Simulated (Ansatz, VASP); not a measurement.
SiAs5: VASP beside Ansatz

```xyz
6
Lattice="5.3409 0.0000 0.0000 -2.6705 4.6254 0.0000 0.0000 0.0000 5.1106" Properties=species:S:1:pos:R:3 pbc="T T T"
Si    0.0000    0.0000    0.0000
As    2.6705    0.0000    2.5553
As    1.3352    2.3127    2.5553
As   -1.3352    2.3127    2.5553
As    0.0000    3.0836    0.0000
As    2.6705    1.5418    0.0000
```

Change from the starting cell: species swapped into the YFe5 type (P6/mmm, No. 191).

Alike in both runs: functional PBE; k mesh 6 × 6 × 4; occupations gaussian, width 0.1 eV; no spin polarisation.

Ansatz relaxed the structure, and its values are those at the end. VASP's run is a single point on that final structure, the one shown.

```csv
,VASP,Ansatz
version,VASP 6.6.1,Ansatz 0.2.0
potentials or method,"VASP PAW PBE potentials, release 64 (Si, As)","scalar-relativistic, plane waves, PAW"
plane-wave cutoff (eV),520,420
valence electrons in the cell,29,79
```

Ansatz gave:

- gap on the k mesh at the Fermi level (eV): none
- pressure (GPa): 0.0

Problem. Which values does VASP return?

Solution. gap on the k mesh at the Fermi level (eV): none; pressure (GPa): 0.1.

A gap of «none» marks a metal or a gap that the smearing closes. The two sets of potentials don't hold the same shells in valence.
